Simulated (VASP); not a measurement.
A convergence study with VASP on CaF₂ (fluorite): one setting is varied, all else stays as given below, so the limit is that of these other settings.

```
CaF2
1.0
    0.00000     2.73000     2.73000
    2.73000     0.00000     2.73000
    2.73000     2.73000     0.00000
Ca F
1 2
Direct
  0.00000   0.00000   0.00000
  0.25000   0.25000   0.25000
  0.75000   0.75000   0.75000
```

These are PBE GGA, VASP's PBE PAW potentials (set 64) (plane waves; VASP) values and carry that method's errors. The tightest run used: 700 eV cut-off, 16×16×16 Γ-centred mesh, Gaussian smearing of 0.050 eV, potentials Ca_sv F.

Task: The settings run are 1×1×1 mesh; 2×2×2 mesh; 3×3×3 mesh; 5×5×5 mesh; 6×6×6 mesh; 7×7×7 mesh; 9×9×9 mesh; 10×10×10 mesh; 11×11×11 mesh; 12×12×12 mesh; 13×13×13 mesh; 15×15×15 mesh; 16×16×16 mesh. From which on does the stress (every component) stay within 0.5 GPa of the tightest run?

Result: From 2×2×2 mesh on: it is off by 0.42 there and by no more than 0.5 in any finer run, while 1×1×1 mesh is off by 8.37.
```csv
setting,E (eV/atom),pressure (GPa),irreducible k-points,difference judged (GPa)
1×1×1 mesh,-5.7522,-5.96,1,8.37
2×2×2 mesh,-5.7665,2.82,3,0.42
3×3×3 mesh,-5.7787,2.41,4,0.01
5×5×5 mesh,-5.7794,2.40,10,0.00
6×6×6 mesh,-5.7792,2.40,16,0.00
7×7×7 mesh,-5.7793,2.40,20,0.00
9×9×9 mesh,-5.7793,2.40,35,0.00
10×10×10 mesh,-5.7793,2.40,47,0.00
11×11×11 mesh,-5.7793,2.40,56,0.00
12×12×12 mesh,-5.7793,2.40,72,0.00
13×13×13 mesh,-5.7793,2.40,84,0.00
15×15×15 mesh,-5.7793,2.40,120,0.00
16×16×16 mesh,-5.7793,2.40,145,0.00
```

Left out are rungs that failed or repeat a setting and relaxations that didn't move; long series are thinned to 24 rows.

The compound is CaF2 in the fluorite structure. The cell was not relaxed at this level.
